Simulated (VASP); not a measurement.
A convergence study with VASP on BN (hex): one setting is varied, all else stays as given below, so the limit is that of these other settings.

```
CELL_PARAMETERS angstrom
      1.25200    -2.16853     0.00000
      1.25200     2.16853     0.00000
      0.00000     0.00000     6.66000
ATOMIC_POSITIONS crystal
  B  0.33333 0.66667 0.25000
  B  0.66667 0.33333 0.75000
  N  0.66667 0.33333 0.25000
  N  0.33333 0.66667 0.75000
```

Calculation: PBE GGA, VASP's PBE PAW potentials (set 64) (plane waves; VASP). The tightest run used: 700 eV cut-off, 8×8×3 Γ-centred mesh, Gaussian smearing of 0.010 eV, potentials B N.

**Question.** The settings run are ENCUT = 300; ENCUT = 400; ENCUT = 500; ENCUT = 600; ENCUT = 700. From which on does the highest Γ mode stay within 5 cm⁻¹ of the tightest run?

**Answer.** From ENCUT = 400 on: it is off by 0.9 there and by no more than 5 in any finer run, while ENCUT = 300 is off by 21.5.
```
setting      highest Γ mode (cm⁻¹)  plane waves  difference judged (cm⁻¹)
-----------  ---------------------  -----------  ------------------------
ENCUT = 300                 1380.2          451                      21.5
ENCUT = 400                 1359.5          672                       0.9
ENCUT = 500                 1357.1          938                       1.6
ENCUT = 600                 1357.7         1221                       1.0
ENCUT = 700                 1358.7         1553                       0.0
```

Left out are rungs that failed or repeat a setting and relaxations that didn't move; long series are thinned to 24 rows.

The compound is BN in the hex structure. The cell was not relaxed at this level.
